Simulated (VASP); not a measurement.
A convergence study with VASP on SiC (wurtzite): one setting is varied, all else stays as given below, so the limit is that of these other settings. Each run relaxes cell and ions from the cell shown.

```
CELL_PARAMETERS angstrom
      1.54000    -2.66736     0.00000
      1.54000     2.66736     0.00000
      0.00000     0.00000     5.05000
ATOMIC_POSITIONS crystal
  Si 0.66667 0.33333 0.50000
  Si 0.33333 0.66667 0.00000
  C  0.66667 0.33333 0.87500
  C  0.33333 0.66667 0.37500
```

These are PBEsol GGA, VASP's PBE PAW potentials (set 64) (plane waves; VASP 6.6.1) values and carry that method's errors. The tightest run used: 700 eV cut-off, 12×12×7 Γ-centred mesh, Gaussian smearing of 0.050 eV, potentials Si C.

```csv
setting,relaxed volume (Å³/atom),E (eV/atom),irreducible k-points
2×2×1 mesh,10.276,-7.5931,2
3×3×2 mesh,10.383,-7.8287,6
4×4×2 mesh,10.360,-7.9250,8
```

**Question.** These are the cheaper rows. Estimate the results at 12×12×7 mesh, and how far the last row shown lies from them.

**Answer.** 
| quantity | tightest run | last row shown is off by |
|---|---|---|
| relaxed volume (Å³/atom) | 10.347 | 0.013 |
| E (eV/atom) | -7.9575 | 0.0325 |

Left out are rungs that failed or repeat a setting and relaxations that didn't move; long series are thinned to 24 rows.

The compound is SiC in the wurtzite structure, the rare 2H polytype.
